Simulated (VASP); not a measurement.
Level of theory: LDA (Ceperley-Alder, Perdew-Zunger), VASP's LDA PAW potentials (set 64) (plane waves; VASP).

A VASP calculation is set up with these files.

### POSCAR
```
MoS2
1
    3.1231394201     0.0000000000     0.0000000000
   -1.5615697101     2.7047178111     0.0000000000
    0.0000000000     0.0000000000    12.0668309527
Mo S
2 4
Direct
  0.6666670000   0.3333330000   0.7500000000
  0.3333330000   0.6666670000   0.2500000000
  0.6666670000   0.3333330000   0.3790000000
  0.3333330000   0.6666670000   0.8790000000
  0.3333330000   0.6666670000   0.6210000000
  0.6666670000   0.3333330000   0.1210000000
```

INCAR:
```
# general
SYSTEM   =  MoS2
PREC     =  Normal
ENCUT    =  400   # plane-wave cut-off (eV)
LREAL    =  .FALSE.   # projection in real space or not
LASPH    =  .TRUE.

# electronic loop
EDIFF    =  1E-5   # SCF stop (eV)
NELM     =  100   # most electronic steps
NELMIN   =  4
ALGO     =  Fast
LMAXMIX  =  4   # l cut-off of mixed one-centre charges

# smearing
ISMEAR   =  0   # Gaussian
SIGMA    =  0.05   # width (eV)

# ions
IBRION   =  2
NSW      =  20
ISIF     =  2
EDIFFG   =  -0.03   # ionic stop

# output
LWAVE    =  .FALSE.
LCHARG   =  .FALSE.
```

File KPOINTS:
```
Regular mesh
0
G
  11 11 3
0 0 0
```

POTCAR, in this order: Mo_sv S (LDA.64 set). Program: vasp_std.

### Question
Estimate the energy per atom (σ→0).

### Answer

```
Quantity                       Result
---------------------  --------------
energy per atom (σ→0)  -8.159 eV/atom
```

OSZICAR:
```
...
RMM:  15    -0.489552178170E+02   -0.10670E-05   -0.37842E-05  1313   0.207E-02
   1 F= -.48955218E+02 E0= -.48955218E+02  d E =-.489552E+02
       N       E                     dE             d eps       ncg     rms          rms(c)
DAV:   1    -0.489553235299E+02   -0.10678E-03   -0.18475E-02  2348   0.525E-01    0.124E-01
RMM:   2    -0.489553763671E+02   -0.52837E-04   -0.70200E-04  1732   0.130E-01    0.760E-02
RMM:   3    -0.489553867051E+02   -0.10338E-04   -0.11654E-04  1684   0.550E-02    0.359E-02
RMM:   4    -0.489553871521E+02   -0.44700E-06   -0.17139E-05  1212   0.226E-02
   2 F= -.48955387E+02 E0= -.48955387E+02  d E =-.169335E-03
```

The compound is MoS2 in the 2H layered structure. This run relaxes the ions in a fixed cell. Symmetry was kept, so distortions that lower it aren't found.
